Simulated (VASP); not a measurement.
Given:

```yaml
crystal:
  lattice:
    - [0.00000, 2.64190, 2.64190]
    - [2.64190, 0.00000, 2.64190]
    - [2.64190, 2.64190, 0.00000]
  atoms:
    - { symbol: Zn, position: [0.00000, 0.00000, 0.00000] }
    - { symbol: Se, position: [0.25000, 0.25000, 0.25000] }
```

The numbers are results of PBEsol GGA, VASP's PBE PAW potentials (set 64) (plane waves; VASP), not measurements. Settings: 500 eV cut-off, 9×9×9 Γ-centred mesh, Gaussian smearing of 0.050 eV, potentials Zn Se.

Problem. Predict the energy per atom (σ→0), pressure, band gap (on the k-mesh) with the smallest direct gap where there is one.

Solution. 
The band gap (on the k-mesh) is 2.07 eV and the smallest direct gap (on the k-mesh) comes out as 2.07 eV. The energy per atom (σ→0) is -3.179 eV/atom and the pressure is 199.2 kbar.

The absolute energy has meaning only against runs of the same code, potentials and settings.

The structure was generated: ZnSe was put into the zinc blende type (F-43m), which need not be its known phase. It was relaxed first under an external pressure of 20 GPa.
